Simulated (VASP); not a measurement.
These are PBE GGA, VASP's PBE PAW potentials (set 64) (plane waves; VASP) values and carry that method's errors.

Input for VASP

File POSCAR:
```
PtSe2
1.0
  1.8453287365  -3.1962065296   0.0000000000
  1.8453287365   3.1962065296   0.0000000000
  0.0000000000   0.0000000000   4.3794825498
Pt Se
1 2
Cartesian
  3.6906574730   0.0000000000   0.0000000000
  1.8453287365   1.0654043073   1.2524473644
  1.8453287365  -1.0654043073   3.1270351854
```

### KPOINTS
```
Automatic mesh
0
Gamma
10 10 7
0 0 0
```

**INCAR**
```
ALGO  =  Normal
EDIFF  =  1E-6
EDIFFG  =  -0.02
ENCUT  =  500
GGA  =  PE
IBRION  =  2
ISIF  =  3
ISMEAR  =  1
LASPH  =  T
LCHARG  =  F
LMAXMIX  =  6
LREAL  =  F
LWAVE  =  F
NELM  =  100
NSW  =  40
PREC  =  Accurate
PSTRESS  =  300
SIGMA  =  0.1
SYSTEM  =  PtSe2
```

POTCAR, in this order: Pt Se (PBE.64 set). Program: vasp_std.

Output

### OSZICAR
```
...
DAV:   5    -0.143237439188E+02   -0.27225E-03   -0.27224E-03  3037   0.387E-01    0.146E+01
DAV:   6    -0.138232838222E+02    0.50046E+00   -0.42289E+00  2477   0.198E+01    0.858E+00
DAV:   7    -0.136998797881E+02    0.12340E+00   -0.73972E-01  2435   0.910E+00    0.441E+00
DAV:   8    -0.136799882319E+02    0.19892E-01   -0.45096E-02  2694   0.189E+00    0.733E-01
DAV:   9    -0.136780528821E+02    0.19353E-02   -0.78874E-03  2687   0.895E-01    0.128E-01
DAV:  10    -0.136781588971E+02   -0.10601E-03   -0.93553E-04  2848   0.246E-01    0.493E-02
DAV:  11    -0.136781603109E+02   -0.14138E-05   -0.48514E-05  2890   0.589E-02    0.284E-02
DAV:  12    -0.136781622653E+02   -0.19544E-05   -0.59226E-06  2666   0.210E-02    0.620E-03
DAV:  13    -0.136781624066E+02   -0.14131E-06   -0.94125E-07  1494   0.795E-03
   1 F= -.40049205E+01 E0= -.40050891E+01  d E =-.400492E+01
       N       E                     dE             d eps       ncg     rms          rms(c)
DAV:   1    -0.149323868261E+02   -0.12542E+01   -0.66913E+01  2575   0.780E+01    0.165E+01
DAV:   2    -0.121938182933E+02    0.27386E+01   -0.11291E+01  2596   0.330E+01    0.452E+00
DAV:   3    -0.118508729283E+02    0.34295E+00   -0.67556E-01  2596   0.852E+00    0.211E+00
DAV:   4    -0.117565224794E+02    0.94350E-01   -0.41047E-01  2722   0.418E+00    0.940E-01
DAV:   5    -0.117580634309E+02   -0.15410E-02   -0.95205E-03  2785   0.907E-01    0.569E-01
DAV:   6    -0.117594322106E+02   -0.13688E-02   -0.44551E-03  2869   0.429E-01    0.739E-02
DAV:   7    -0.117593911483E+02    0.41062E-04   -0.31867E-04  2694   0.165E-01    0.294E-02
DAV:   8    -0.117593929976E+02   -0.18493E-05   -0.23713E-05  2967   0.466E-02    0.101E-02
DAV:   9    -0.117593926246E+02    0.37298E-06   -0.27451E-06  2340   0.112E-02
   2 F= -.35032703E+01 E0= -.35032812E+01  d E =0.501650E+00
       N       E                     dE             d eps       ncg     rms          rms(c)
DAV:   1    -0.151426359232E+02   -0.33832E+01   -0.36411E+01  2547   0.552E+01    0.894E+00
DAV:   2    -0.136307531946E+02    0.15119E+01   -0.67349E+00  2470   0.298E+01    0.690E+00
DAV:   3    -0.134270170323E+02    0.20374E+00   -0.45885E-01  2631   0.704E+00    0.399E+00
DAV:   4    -0.133604777523E+02    0.66539E-01   -0.34370E-01  2505   0.344E+00    0.778E-01
DAV:   5    -0.133598145613E+02    0.66319E-03   -0.15173E-02  2624   0.105E+00    0.647E-01
DAV:   6    -0.133599383712E+02   -0.12381E-03   -0.33357E-03  2883   0.557E-01    0.737E-02
DAV:   7    -0.133599540674E+02   -0.15696E-04   -0.15811E-04  2848   0.129E-01    0.215E-02
DAV:   8    -0.133599537643E+02    0.30310E-06   -0.11946E-05  2862   0.293E-02    0.781E-03
DAV:   9    -0.133599536476E+02    0.11668E-06   -0.16799E-06  1557   0.105E-02
   3 F= -.40744807E+01 E0= -.40746350E+01  d E =-.695601E-01
       N       E                     dE             d eps       ncg     rms          rms(c)
DAV:   1    -0.133452398131E+02    0.14714E-01   -0.73019E-03  2540   0.793E-01    0.132E-01
DAV:   2    -0.133449394204E+02    0.30039E-03   -0.14380E-03  2561   0.404E-01    0.678E-02
DAV:   3    -0.133448952008E+02    0.44220E-04   -0.99710E-05  2547   0.107E-01    0.323E-02
DAV:   4    -0.133448854087E+02    0.97920E-05   -0.62234E-05  2540   0.467E-02    0.966E-03
DAV:   5    -0.133448853591E+02    0.49648E-07   -0.22976E-06  1974   0.147E-02
   4 F= -.40746258E+01 E0= -.40747827E+01  d E =-.697052E-01
       N       E                     dE             d eps       ncg     rms          rms(c)
DAV:   1    -0.133024673728E+02    0.42418E-01   -0.12124E+00  2428   0.768E+00    0.730E-01
DAV:   2    -0.132978353346E+02    0.46320E-02   -0.67174E-02  2750   0.235E+00    0.289E-01
DAV:   3    -0.132965818684E+02    0.12535E-02   -0.26908E-03  2981   0.509E-01    0.137E-01
DAV:   4    -0.132962259981E+02    0.35587E-03   -0.19151E-03  2673   0.297E-01    0.489E-02
DAV:   5    -0.132962333038E+02   -0.73056E-05   -0.68824E-05  2841   0.610E-02    0.297E-02
DAV:   6    -0.132962366048E+02   -0.33010E-05   -0.77806E-06  2855   0.232E-02    0.833E-03
DAV:   7    -0.132962367903E+02   -0.18552E-06   -0.94855E-07  1412   0.800E-03
   5 F= -.40886657E+01 E0= -.40886250E+01  d E =-.140399E-01
       N       E                     dE             d eps       ncg     rms          rms(c)
DAV:   1    -0.132676833571E+02    0.28553E-01   -0.30468E-01  2428   0.387E+00    0.367E-01
DAV:   2    -0.132665484816E+02    0.11349E-02   -0.16764E-02  2799   0.117E+00    0.149E-01
DAV:   3    -0.132662262824E+02    0.32220E-03   -0.67453E-04  2939   0.253E-01    0.706E-02
DAV:   4    -0.132661334790E+02    0.92803E-04   -0.49124E-04  2687   0.152E-01    0.247E-02
DAV:   5    -0.132661351953E+02   -0.17163E-05   -0.17176E-05  2827   0.304E-02    0.149E-02
DAV:   6    -0.132661358427E+02   -0.64741E-06   -0.18678E-06  2051   0.115E-02
   6 F= -.40902700E+01 E0= -.40901139E+01  d E =-.156442E-01
       N       E                     dE             d eps       ncg     rms          rms(c)
DAV:   1    -0.132680432392E+02   -0.19080E-02   -0.10883E-03  2442   0.232E-01    0.223E-02
DAV:   2    -0.132680392285E+02    0.40107E-05   -0.58982E-05  2813   0.697E-02    0.903E-03
DAV:   3    -0.132680380738E+02    0.11547E-05   -0.22984E-06  2296   0.151E-02    0.447E-03
DAV:   4    -0.132680377541E+02    0.31972E-06   -0.17837E-06  1305   0.947E-03
   7 F= -.40902759E+01 E0= -.40901225E+01  d E =-.156502E-01
       N       E                     dE             d eps       ncg     rms          rms(c)
DAV:   1    -0.132780430775E+02   -0.10005E-01   -0.16480E-02  2519   0.979E-01    0.110E-01
DAV:   2    -0.132778521832E+02    0.19089E-03   -0.51434E-04  2904   0.204E-01    0.537E-02
DAV:   3    -0.132778090484E+02    0.43135E-04   -0.99620E-05  2631   0.779E-02    0.213E-02
DAV:   4    -0.132778029853E+02    0.60631E-05   -0.29600E-05  2876   0.472E-02    0.107E-02
DAV:   5    -0.132778026725E+02    0.31281E-06   -0.15237E-06  1472   0.996E-03
   8 F= -.40904464E+01 E0= -.40902945E+01  d E =-.170457E-03
       N       E                     dE             d eps       ncg     rms          rms(c)
DAV:   1    -0.132826478213E+02   -0.48448E-02   -0.40686E-03  2526   0.487E-01    0.544E-02
DAV:   2    -0.132826004395E+02    0.47382E-04   -0.12697E-04  2904   0.101E-01    0.267E-02
DAV:   3    -0.132825895720E+02    0.10867E-04   -0.24848E-05  2659   0.388E-02    0.107E-02
DAV:   4    -0.132825879331E+02    0.16389E-05   -0.73216E-06  2687   0.235E-02    0.539E-03
DAV:   5    -0.132825878158E+02    0.11728E-06   -0.38103E-07  1256   0.501E-03
   9 F= -.40904659E+01 E0= -.40903174E+01  d E =-.189940E-03
       N       E                     dE             d eps       ncg     rms          rms(c)
DAV:   1    -0.132792082373E+02    0.33797E-02   -0.28240E-03  2407   0.402E-01    0.445E-02
DAV:   2    -0.132791610634E+02    0.47174E-04   -0.24929E-04  2680   0.155E-01    0.251E-02
DAV:   3    -0.132791539983E+02    0.70650E-05   -0.25994E-05  2757   0.502E-02    0.116E-02
DAV:   4    -0.132791521779E+02    0.18204E-05   -0.83904E-06  2778   0.202E-02    0.385E-03
DAV:   5    -0.132791522321E+02   -0.54126E-07   -0.42752E-07  1284   0.601E-03
  10 F= -.40905430E+01 E0= -.40904010E+01  d E =-.771093E-04
       N       E                     dE             d eps       ncg     rms          rms(c)
DAV:   1    -0.132724205210E+02    0.67317E-02   -0.11331E-02  2407   0.805E-01    0.888E-02
DAV:   2    -0.132722308767E+02    0.18964E-03   -0.99468E-04  2694   0.310E-01    0.502E-02
DAV:   3    -0.132722017839E+02    0.29093E-04   -0.10344E-04  2757   0.100E-01    0.231E-02
DAV:   4    -0.132721933915E+02    0.83925E-05   -0.33562E-05  2778   0.403E-02    0.771E-03
DAV:   5    -0.132721934577E+02   -0.66244E-07   -0.17376E-06  1708   0.120E-02
  11 F= -.40906121E+01 E0= -.40904863E+01  d E =-.146189E-03
```

OUTCAR:
```
------------------------ aborting loop because EDIFF is reached ----------------------------------------
  FORCE on cell =-STRESS in cart. coord.  units (eV):
  Direction    XX          YY          ZZ          XY          YZ          ZX
  --------------------------------------------------------------------------------------
  Total        9.1778339      9.1778886      9.1761687      0.0000000      0.0000000     -0.0000000
  in kB      299.8775545    299.8793399    299.8231460      0.0000000      0.0000000     -0.0000000
  external PRESSURE =      -0.1399865 kB  Pullay stress =     300.0000000 kB
  volume of cell :       49.04
      direct lattice vectors                 reciprocal lattice vectors
     1.826343959 -3.163329945 -0.000000000     0.273770993 -0.158061286 -0.000000000
     1.826343959  3.163329945  0.000000000     0.273770993  0.158061286 -0.000000000
     0.000000000 -0.000000000  4.243749651     0.000000000 -0.000000000  0.235640667
 POSITION                                       TOTAL-FORCE (eV/Angst)
 -----------------------------------------------------------------------------------
      0.00000      0.00000      0.00000         0.000000     -0.000000      0.000000
      1.82634      1.05445      1.23740         0.000000     -0.000000      0.000071
      1.82634     -1.05445      3.00635        -0.000000      0.000000     -0.000071
 -----------------------------------------------------------------------------------
    total drift:                               -0.000000      0.000000      0.000000
  FREE ENERGIE OF THE ION-ELECTRON SYSTEM (eV)
  ---------------------------------------------------
  free  energy   TOTEN  =       -13.2721934577 eV

  energy  without entropy=      -13.2718161684  energy(sigma->0) =      -13.27206769
  enthalpy is  TOTEN    =        -4.0906120577 eV   P V=        9.1815814000

 reached required accuracy - stopping structural energy minimisation
```
(Selected blocks of OUTCAR.)

### CONTCAR
```
PtSe2
   1.00000000000000
     1.8263439586624557   -3.1633299452063000   -0.0000000000000000
     1.8263439586624557    3.1633299452063000    0.0000000000000000
     0.0000000000000000   -0.0000000000000000    4.2437496512978630
  Pt              Se
     1     2
Direct
     0.0000000000000000    0.0000000000000000    0.0000000000000000
     0.3333330000000032    0.6666669999999968    0.2915815250612105
     0.6666669999999968    0.3333330000000032    0.7084184749387894
```

Energy and stress use the plane-wave basis of the starting cell. Without a dispersion term in the relaxation, distances and binding between the weakly bound layers, chains or molecules are unreliable, and so is what depends on them.

The compound is PtSe2 in the 1T layered structure. This run relaxes it under an external pressure of 30 GPa. Symmetry was kept, so distortions that lower it aren't found.
